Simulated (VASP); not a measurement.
# Germanium: input slips in a phonon run and what they do, part 2 of 2

Some phonon runs on Germanium get a fault in the input on purpose. Which of them show, and how? The starting structure is a measured crystal structure from the Crystallography Open Database.

VASP 6.6.1.

Results so far: reference T2g 292.8 cm⁻¹; a k mesh far too coarse T2g -359.5 cm⁻¹.

## Step 5: Modes with a structure that was not relaxed

Level of this step: LDA; plane waves and PAW (Ge_d) (VASP).

A slip made on purpose: a structure that was not relaxed. Against step 2 the input has another starting structure (also changed: NELM).

File INCAR:

```
SYSTEM = Ge
PREC = Accurate
ENCUT = 450
EDIFF = 1E-08
NELM = 60
ISMEAR = 1
SIGMA = 0.15
LREAL = .FALSE.
ALGO = Normal
GGA = CA
NBANDS = 20
LORBIT = 11
LWAVE = .FALSE.
LCHARG = .FALSE.
KPAR = 2
IBRION = 8
ISIF = 2
```

File POSCAR:

```
Ge
1.0
    0.0000000000      2.8289100000      2.8289100000
    2.8289100000      0.0000000000      2.8289100000
    2.8289100000      2.8289100000      0.0000000000
Ge
2
Direct
    0.7500000000      0.7500000000      0.7500000000
    0.5000000000      0.5000000000      0.5000000000
```

File KPOINTS:

```
Automatic mesh
0
Gamma
12 12 12
0 0 0
```

Potentials, in the order of the species: Ge_d (LDA family, release 64).

Launch:

```bash
mpirun -np 2 vasp_std
```

What it wrote:

```text
[... set-up lines as in an earlier step ...]
 entering main loop
       N       E                     dE             d eps       ncg     rms          rms(c)
DAV:   1     0.176720636306E+03    0.17672E+03   -0.13921E+04  3076   0.349E+03
DAV:   2     0.139458639228E+02   -0.16277E+03   -0.15821E+03  2880   0.549E+02
DAV:   3    -0.983469454966E+01   -0.23781E+02   -0.23609E+02  3280   0.140E+02
DAV:   4    -0.105497518995E+02   -0.71506E+00   -0.71464E+00  3172   0.284E+01
[...]
DAV:  10    -0.103874025239E+02    0.33912E-05   -0.88684E-06  3876   0.425E-02    0.414E-03
DAV:  11    -0.103874025293E+02   -0.53669E-08   -0.87993E-07  3068   0.831E-03    0.166E-03
DAV:  12    -0.103874025225E+02    0.67303E-08   -0.79453E-08  3916   0.371E-03
   1 F= -.10387403E+02 E0= -.10387481E+02  d E =0.236400E-03
 Linear response reoptimize wavefunctions to high precision
DAV:   1    -0.103874025218E+02    0.72305E-09   -0.36825E-09  2616   0.506E-04
DAV:   2    -0.103874025218E+02    0.20009E-10   -0.16355E-10  1828   0.148E-04
 Linear response DOF=           1
 Linear response progress:
  Degree of freedom:   1/  1
       N       E                     dE             d eps       ncg     rms          rms(c)
RMM:   1    -0.188191165135E+00   -0.18819E+00    0.83743E+00 13682   0.442E+01
RMM:   2    -0.195662005990E+00   -0.74708E-02   -0.13340E-02 18173   0.108E+00    0.743E-02
RMM:   3    -0.195714552117E+00   -0.52546E-04   -0.92319E-04 19156   0.315E-01    0.426E-02
RMM:   4    -0.195661768714E+00    0.52783E-04   -0.51306E-05 20342   0.793E-02    0.459E-03
[...]
RMM:  14    -0.195676607539E+00   -0.19589E-07   -0.93094E-09 16678   0.221E-05    0.127E-07
RMM:  15    -0.195676570548E+00    0.36991E-07   -0.79574E-09 14688   0.196E-05    0.140E-07
RMM:  16    -0.195676596251E+00   -0.25702E-07   -0.60232E-09 14219   0.182E-05    0.118E-07
 first order change of Fermi-energy   0.90546E-04
 force on displaced ion       1 direction 1 : -10.594   0.000   0.000
 Linear response finished
```

Run time: 3.6 min. Hardware: 2 MPI ranks of Intel Xeon Platinum 8488C (Sapphire Rapids), shared host; peak memory 0.89 GiB; 7.2 min of CPU time.

From OUTCAR (step 5):

```text
  Total       -0.4213582     -0.4213582     -0.4213582      0.0000000     -0.0000000     -0.0000000
  in kB      -14.9098956    -14.9098956    -14.9098956      0.0000000     -0.0000000     -0.0000000
  external PRESSURE =     -14.9098956 kB  Pullay stress =       0.0000000 kB

 POSITION                                       TOTAL-FORCE (eV/Angst)
 -----------------------------------------------------------------------------------
      4.24336      4.24336      4.24336        -0.000000     -0.000000     -0.000000
      2.82891      2.82891      2.82891         0.000000      0.000000      0.000000
 -----------------------------------------------------------------------------------
    total drift:                                0.000000      0.000000      0.000000

[... 1 part as in an earlier step ...]

[... 1 further part left out ...]
```

With a structure that was not relaxed the mode is T2g 281.7 cm⁻¹, -11.1 cm⁻¹ from the reference.

## Step 6: Modes with a cutoff far too low

A slip made on purpose: a cutoff far too low. Against step 2 the input has ENCUT = 170 (also changed: NELM).

Changes to INCAR since step 5:

```diff
@@ -2,3 +2,3 @@
 PREC = Accurate
-ENCUT = 450
+ENCUT = 170
 EDIFF = 1E-08
```

File POSCAR:

```
Ge
1.0
    0.0000000000      2.8091839669      2.8091839669
    2.8091839669      0.0000000000      2.8091839669
    2.8091839669      2.8091839669      0.0000000000
Ge
2
Direct
    0.7500000000      0.7500000000      0.7500000000
    0.5000000000      0.5000000000      0.5000000000
```

KPOINTS is that of step 5.

Launch:

```bash
mpirun -np 2 vasp_std
```

What it wrote:

```text
[... set-up lines as in an earlier step ...]
 entering main loop
       N       E                     dE             d eps       ncg     rms          rms(c)
DAV:   1     0.124256788036E+03    0.12426E+03   -0.99064E+03  3024   0.109E+03
DAV:   2     0.112175204040E+02   -0.11304E+03   -0.11091E+03  3000   0.256E+02
DAV:   3     0.556584060917E+01   -0.56517E+01   -0.56419E+01  3256   0.560E+01
DAV:   4     0.553069748685E+01   -0.35143E-01   -0.35141E-01  3020   0.455E+00
[...]
DAV:  12     0.776605891932E+01   -0.26857E-07   -0.71296E-07  3040   0.559E-03    0.498E-04
DAV:  13     0.776605894359E+01    0.24264E-07   -0.79423E-08  3300   0.257E-03    0.104E-04
DAV:  14     0.776605894365E+01    0.64574E-10   -0.23908E-09  1716   0.342E-04
   1 F= 0.77660589E+01 E0= 0.77660274E+01  d E =0.945040E-04
 Linear response reoptimize wavefunctions to high precision
DAV:   1     0.776605894190E+01   -0.17526E-08   -0.23945E-10  1728   0.127E-04
DAV:   2     0.776605894192E+01    0.14552E-10   -0.25199E-11  1584   0.390E-05
 Linear response DOF=           1
 Linear response progress:
  Degree of freedom:   1/  1
       N       E                     dE             d eps       ncg     rms          rms(c)
RMM:   1    -0.326135761812E+00   -0.32614E+00    0.16856E+00 11789   0.129E+01
RMM:   2    -0.329553785053E+00   -0.34180E-02   -0.61441E-02 16968   0.145E+00    0.183E-01
RMM:   3    -0.330108837964E+00   -0.55505E-03   -0.24239E-03 17931   0.338E-01    0.110E-01
RMM:   4    -0.330662954339E+00   -0.55412E-03   -0.36301E-04 19038   0.135E-01    0.120E-02
[...]
RMM:  10    -0.330802153945E+00   -0.29027E-06    0.15956E-08 21820   0.594E-05    0.114E-05
RMM:  11    -0.330802164873E+00   -0.10928E-07    0.45785E-09 21298   0.163E-05    0.315E-06
RMM:  12    -0.330802169975E+00   -0.51028E-08    0.88263E-09 20116   0.807E-06    0.106E-06
 first order change of Fermi-energy   0.87533E-04
 force on displaced ion       1 direction 1 : -11.558   0.000   0.000
 Linear response finished
```

Elapsed: 41 s, on 2 MPI ranks; peak memory 0.37 GiB.

From OUTCAR (step 6):

```text
  Total     -138.6036597   -138.6036597   -138.6036597      0.0000000      0.0000000      0.0000000
  in kB    -5008.5814563  -5008.5814563  -5008.5814563      0.0000000      0.0000000      0.0000000
  external PRESSURE =   -5008.5814563 kB  Pullay stress =       0.0000000 kB

 POSITION                                       TOTAL-FORCE (eV/Angst)
 -----------------------------------------------------------------------------------
      4.21378      4.21378      4.21378        -0.000000      0.000000      0.000000
      2.80918      2.80918      2.80918         0.000000     -0.000000     -0.000000
 -----------------------------------------------------------------------------------
    total drift:                                0.000000      0.000000      0.000000

[... 1 part as in an earlier step ...]

[... 1 further part left out ...]
```

With a cutoff far too low the mode is T2g 294.2 cm⁻¹, +1.4 cm⁻¹ from the reference.

## Step 7: Comparison

| run | ended | T2g | imaginary modes, each partner counted | core minutes |
| --- | --- | --- | --- | --- |
| reference | converged | 292.8 | 0 | 7.1 |
| a k mesh far too coarse | converged | -359.5 | 3 | 0.393 |
| perturbation theory asked for with a meta-GGA | stopped by VASP | - | - | 5.43 |
| a structure that was not relaxed | converged | 281.7 | 0 | 7.24 |
| a cutoff far too low | converged | 294.2 | 0 | 1.37 |

Modes are in cm⁻¹, degenerate ones as one, matched between runs by symmetry and order. A number in brackets counts the listed modes of one symmetry from the lowest. The symmetry labels come from an automatic analysis and can be wrong where levels nearly coincide. Core minutes are wall time times ranks of the run shown, on a shared host.

## Step 8: Summary of results

```json
{
 "T2g, reference": "292.8 cm⁻¹",
 "T2g, a k mesh far too coarse": "-359.5 cm⁻¹",
 "T2g, a structure that was not relaxed": "281.7 cm⁻¹",
 "T2g, a cutoff far too low": "294.2 cm⁻¹",
 "run with perturbation theory asked for with a meta-GGA": "stopped by VASP"
}
```

In words: VASP stopped by itself in the run with perturbation theory asked for with a meta-GGA. Finished, but with signs in the output that stand out against the reference: a k mesh far too coarse, with T2g turned imaginary (signs: a pressure of 10.1 GPa on the undisplaced cell and imaginary modes); a structure that was not relaxed, with modes off by up to -11 cm⁻¹, in T2g (signs: a pressure of -1.5 GPa on the undisplaced cell); a cutoff far too low, with modes off by up to +1.4 cm⁻¹, in T2g (signs: a pressure of -500.9 GPa on the undisplaced cell). Further runs on this material are not shown.

[Lines on the potential files, build, host, timing and source positions are cut from VASP's logs without a mark.]

[Logs are printed without paths, hosts, clocks, repeated set-up lines and the standing remarks that a program may print on its own settings, such as how far it seeks lower states.]

[Hosts, paths, dates, database ids (printed as entryN), source tags and the programs' standing remarks are cut or masked in the printed files.]
